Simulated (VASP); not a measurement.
Consider the following.

```yaml
crystal:
  lattice:
    - [4.49234, 0.00000, 0.00000]
    - [0.00000, 4.49234, 0.00000]
    - [0.00000, 0.00000, 6.29720]
  atoms:
    - { symbol: Al, position: [0.00000, 0.00000, 0.00000] }
    - { symbol: In, position: [0.50000, 0.50000, 0.50000] }
    - { symbol: Sb, position: [0.00000, 0.50000, 0.23338] }
    - { symbol: Sb, position: [0.50000, 0.00000, 0.76662] }
```

Computed with PBEsol GGA, VASP's PBE PAW potentials (set 64) (plane waves; VASP 6.6.1). Run with 400 eV cut-off, 6×6×4 Γ-centred mesh, tetrahedra with Blöchl corrections, potentials Al In_d Sb.

The cores are frozen, which limits the accuracy of field gradients.

Question: Give the principal components of the electric field gradient (V/Å²) and the asymmetry η at each nucleus.

Answer: 
```json
[
 {"atom": "Al1", "Vxx": "-2.5", "Vyy": "-2.5", "Vzz": "4.9", "η": "0.00"},
 {"atom": "In2", "Vxx": "5.3", "Vyy": "5.3", "Vzz": "-10.7", "η": "0.00"},
 {"atom": "Sb3", "Vxx": "24.6", "Vyy": "7.8", "Vzz": "-32.4", "η": "0.52"},
 {"atom": "Sb4", "Vxx": "24.6", "Vyy": "7.8", "Vzz": "-32.4", "η": "0.52"}
]
```

The structure comes from a computed database's AlInSb2 entry (P-4m2); how it stands against other phases isn't given here. It was relaxed first.
